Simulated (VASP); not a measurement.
Runs of VASP 6.6.1 on RbYMg6. It takes space group Amm2 (No. 38, orthorhombic). The conventional cell has a = 5.472 Å, b = 7.057 Å, c = 11.765 Å, α = 90.00°, β = 90.00°, γ = 90.00°. Y (site symmetry mm2) is surrounded by 10 Mg at 3.25 to 3.61 Å and 2 Rb at 3.62 Å. Around Rb (site symmetry mm2) lie 10 Mg at 3.37 to 3.53 Å and 2 Y at 3.62 Å. Mg (site symmetry mm2) has 10 Mg at 3.33 to 3.44 Å and 2 Rb at 3.53 Å as nearest neighbours. Mg (site symmetry m) is surrounded by 2 Y at 3.28 Å and 8 Mg at 3.32 to 3.74 Å and 2 Rb at 3.37 to 3.50 Å. Mg (site symmetry mm2) is surrounded by 10 Mg at 3.41 to 3.44 Å and 2 Y at 3.53 Å. Mg (site symmetry m) has 2 Y at 3.25 to 3.61 Å and 7 Mg at 3.31 to 3.43 Å and 2 Rb at 3.40 Å as nearest neighbours. The cell comes from a database or a generator and needn't be the stable form of this composition.

| task | level | potentials or basis | cutoff (eV) | smearing | monkhorst-Pack mesh | other keys | gap on the mesh (eV) | pressure (GPa) | largest force (eV/Å) |
| --- | --- | --- | --- | --- | --- | --- | --- | --- | --- |
| density of states | TPSS+D3 | VASP PAW PBE potentials, release 64 (Y_sv_GW, Rb_sv_GW, Mg_GW) | 550 | gaussian 0.02 eV | yes | ISMEAR = 0; SIGMA = 0.02; shifted = yes | - | -1.4 | 0.19 |
| single point | LDA | VASP PAW LDA potentials, release 64 (Y_sv, Rb_pv, Mg) | 500 | gaussian 0.02 eV | - | - | none | (a) | 0.14 |
| electrostatic potential | AM05 | VASP PAW PBE potentials, release 64 (Y_sv, Rb_sv, Mg) | 520 | tetrahedron | - | - | none | -0.7 | 0.14 |
| single point | PBE+D3 | VASP PAW PBE potentials, release 64 (Y_sv, Rb_pv, Mg) | 500 | tetrahedron | - | - | none | -0.7 | 0.16 |

Alike in all rows: no spin polarisation; cell as given; k mesh 5 × 5 × 5.

Question: Estimate the missing entries.

Answer: (a) -2.1.

Caveats: the PAW data sets were made with another functional, which shifts forces and pressure a little (some runs); pairwise dispersion overbinds metals, which lowers pressure and volume (some runs); tetrahedron occupations give inexact forces and stress in metals (some runs).

A k mesh can miss the band edges, and the runs leave out spin-orbit coupling on Rb, Y.

A gap of «none» marks a metal or a gap under the smearing width.

The runs don't all hold the same shells in valence.
